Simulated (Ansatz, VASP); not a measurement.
Mo2C3: VASP beside Ansatz

```xyz
5
Lattice="3.9573 0.0000 0.0000 0.0000 3.9573 0.0000 0.0000 0.0000 3.9573" Properties=species:S:1:pos:R:3 pbc="T T T"
Mo    1.9786    1.9786    1.9786
Mo    0.0000    0.0000    0.0000
C     0.0000    1.9786    1.9786
C     1.9786    0.0000    1.9786
C     1.9786    1.9786    0.0000
```

Alike in both runs: functional PBE; k mesh 4 × 4 × 4; occupations gaussian, width 0.1 eV; no spin polarisation.

Ansatz relaxed the structure, and its values are those at the end. VASP's run is a single point on that final structure, the one shown.

|  | VASP | Ansatz |
| --- | --- | --- |
| version | VASP 6.6.1 | Ansatz 0.2.0 |
| potentials or method | VASP PAW PBE potentials, release 64 (Mo_sv, C) | scalar-relativistic, plane waves, PAW |
| plane-wave cutoff (eV) | 520 | 420 |
| valence electrons in the cell | 40 | 40 |

|  | VASP | Ansatz | Ansatz less VASP |
| --- | --- | --- | --- |
| gap on the k mesh at the Fermi level (eV) | none | none | - |
| pressure (GPa) | -0.2 | -0.4 | -0.15 |

A gap of «none» marks a metal or a gap that the smearing closes. With one functional, cell and mesh, what is left measures potentials, basis and numerics.

Caveats: the k mesh is coarse (spacing up to 0.40 Å⁻¹), so the values aren't converged.
